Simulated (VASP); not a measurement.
VASP ran on this input.

**POSCAR**
```
CoAl
1
    2.8600000000     0.0000000000     0.0000000000
    0.0000000000     2.8600000000     0.0000000000
    0.0000000000     0.0000000000     2.8600000000
Al Co
1 1
Direct
  0.5000000000   0.5000000000   0.5000000000
  0.0000000000   0.0000000000   0.0000000000
```

### INCAR
```
SYSTEM = CoAl
PREC = Accurate
ENCUT = 400
EDIFF = 1E-6
NELM = 6
ALGO = Normal
LREAL = .FALSE.
LASPH = .TRUE.
ISMEAR = 1
SIGMA = 0.1
GGA = PE
LMAXMIX = 4
LWAVE = .FALSE.
LCHARG = .FALSE.
ISIF = 2
```

KPOINTS:
```
Automatic mesh
0
Gamma
10 10 10
0 0 0
```

POTCAR, in this order: Al Co (PBE.64 set). Program: vasp_std.

### Question
Does this input run properly? What does VASP do?

### Answer
There is a fault: NELM is too small, so the electronic loop ends before EDIFF is met. Convergence was not reached. Against the sound run, the energy per atom (σ→0) falls by 2.256 eV/atom; the pressure goes up by 1367.20 GPa.

**standard output**
```
 POSCAR found type information on POSCAR AlCo
 POSCAR found :  2 types and       2 ions
 Reading from existing POTCAR
 Reading from existing POTCAR
 LDA part: xc-table for (Slater+PW92), standard interpolation
 POSCAR, INCAR and KPOINTS ok, starting setup
 WAVECAR not read
 entering main loop
       N       E                     dE             d eps       ncg     rms          rms(c)
DAV:   1     0.310377944565E+02    0.31038E+02   -0.46422E+03  1152   0.103E+03
DAV:   2    -0.125378061268E+02   -0.43576E+02   -0.41177E+02  1120   0.176E+02
DAV:   3    -0.136282307893E+02   -0.10904E+01   -0.10823E+01  1366   0.366E+01
DAV:   4    -0.136471496344E+02   -0.18919E-01   -0.18911E-01  1344   0.437E+00
DAV:   5    -0.136477143283E+02   -0.56469E-03   -0.56465E-03  1284   0.726E-01    0.124E+01
DAV:   6    -0.165015042912E+02   -0.28538E+01   -0.72830E+01  1274   0.126E+02

 -----------------------------------------------------------------------------
|                                                                             |
|           W    W    AA    RRRRR   N    N  II  N    N   GGGG   !!!           |
|           W    W   A  A   R    R  NN   N  II  NN   N  G    G  !!!           |
|           W    W  A    A  R    R  N N  N  II  N N  N  G       !!!           |
|           W WW W  AAAAAA  RRRRR   N  N N  II  N  N N  G  GGG   !            |
|           WW  WW  A    A  R   R   N   NN  II  N   NN  G    G                |
|           W    W  A    A  R    R  N    N  II  N    N   GGGG   !!!           |
|                                                                             |
|     The electronic self-consistency was not achieved in the given           |
|     number of steps (NELM). The forces and other quantities evaluated       |
|     might not be reliable so examine the results carefully. If you find     |
|     spurious results, we suggest increasing NELM, if you were close to      |
|     convergence or switching to a different ALGO or adjusting the           |
|     density mixing parameters otherwise.                                    |
|                                                                             |
 -----------------------------------------------------------------------------

   1 F= -.16501504E+02 E0= -.16501178E+02  d E =-.979565E-03
```

### OUTCAR
```
------------------------ aborting loop EDIFF was not reached (unconverged)  ----------------------------
  FORCE on cell =-STRESS in cart. coord.  units (eV):
  Direction    XX          YY          ZZ          XY          YZ          ZX
  --------------------------------------------------------------------------------------
  Total      199.3471749    199.3471749    199.3471749     -0.0000000     -0.0000000      0.0000000
  in kB    13652.8264114  13652.8264114  13652.8264114     -0.0000000     -0.0000000      0.0000000
  external PRESSURE =   13652.8264114 kB  Pullay stress =       0.0000000 kB
  volume of cell :       23.39
      direct lattice vectors                 reciprocal lattice vectors
     2.860000000  0.000000000  0.000000000     0.349650350  0.000000000  0.000000000
     0.000000000  2.860000000  0.000000000     0.000000000  0.349650350  0.000000000
     0.000000000  0.000000000  2.860000000     0.000000000  0.000000000  0.349650350
 POSITION                                       TOTAL-FORCE (eV/Angst)
 -----------------------------------------------------------------------------------
      1.43000      1.43000      1.43000         0.000000      0.000000      0.000000
      0.00000      0.00000      0.00000         0.000000      0.000000      0.000000
 -----------------------------------------------------------------------------------
    total drift:                               -0.000000      0.000000     -0.000000
  FREE ENERGIE OF THE ION-ELECTRON SYSTEM (eV)
  ---------------------------------------------------
  free  energy   TOTEN  =       -16.5015042912 eV

  energy  without entropy=      -16.5005247257  energy(sigma->0) =      -16.50117777
```
(Selected blocks of OUTCAR.)

To mend it, set NELM = 100.

The mended run (PBE GGA, plane waves, VASP's PBE PAW potentials (set 64)) converges, and its OSZICAR ends with
```
   1 F= -.11989494E+02 E0= -.11990035E+02  d E =0.162528E-02
```

The compound is CoAl in the CsCl type structure. The cell was not relaxed at this level. The run is not spin-polarised, so no magnetic state was tried.
